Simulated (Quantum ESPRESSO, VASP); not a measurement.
An input for Quantum ESPRESSO (PBE, spin-orbit coupling, PseudoDojo fully relativistic norm-conserving (PBE) pseudopotentials):

```
&control
    calculation = 'scf',
    prefix = 'Mg2Ge',
    outdir = './work',
    pseudo_dir = './',
    tprnfor = .true.,
    tstress = .true.,
/
&system
    ibrav = 0,
    nat = 3,
    ntyp = 2,
    ecutwfc = 85,
    occupations = 'smearing',
    smearing = 'fd',
    degauss = 0.00147,
    noncolin = .true.,
    lspinorb = .true.,
/
&electrons
    conv_thr = 1.0d-10,
    mixing_beta = 0.4,
/
ATOMIC_SPECIES
Mg    24.3050  Mg.upf
Ge    72.6300  Ge.upf
ATOMIC_POSITIONS crystal
Mg    0.25000000    0.25000000    0.25000000
Mg    0.75000000    0.75000000    0.75000000
Ge    0.00000000    0.00000000    0.00000000
K_POINTS automatic
7 7 7  0 0 0
CELL_PARAMETERS angstrom
   0.00000000     3.19500000     3.19500000
   3.19500000     0.00000000     3.19500000
   3.19500000     3.19500000     0.00000000
```

Problem. Write the VASP files for the same calculation.

Solution. One set of files that does it:

**POSCAR**
```
Mg2Ge
1
    0.0000000000     3.1950000000     3.1950000000
    3.1950000000     0.0000000000     3.1950000000
    3.1950000000     3.1950000000     0.0000000000
Mg Ge
2 1
Direct
  0.2500000000   0.2500000000   0.2500000000
  0.7500000000   0.7500000000   0.7500000000
  0.0000000000   0.0000000000   0.0000000000
```

INCAR:
```
ISMEAR=-1   ! Fermi-Dirac
MAGMOM=9*0.0
ISIF=2
SYSTEM=Mg2Ge
LASPH=.TRUE.
SIGMA=0.02
LORBIT=11   ! lm-projected
ENCUT=300   ! plane-wave cut-off (eV)
LWAVE=.FALSE.
LSORBIT=.TRUE.
ALGO=Normal   ! blocked Davidson
LREAL=.FALSE.   ! projection in real space or not
LCHARG=.FALSE.
LMAXMIX=4
PREC=Accurate
NELM=100
LNONCOLLINEAR=.TRUE.
GGA_COMPAT=.FALSE.
GGA=PE   ! PBE
EDIFF=1E-6   ! SCF stop (eV)
```

File KPOINTS:
```
Automatic mesh
0
Gamma
7 7 7
0 0 0
```

POTCAR, in this order: Mg Ge_d (PBE.64 set). Program: vasp_ncl.

Both inputs were run and reached self-consistency, which says nothing on mesh or cut-off. Potentials, basis and cut-offs are each code's own, so they don't translate, and total energies aren't comparable.

The structure is a typed Mg2Ge crystal (Fm-3m). The cell was not relaxed at this level, and it may have been scaled.
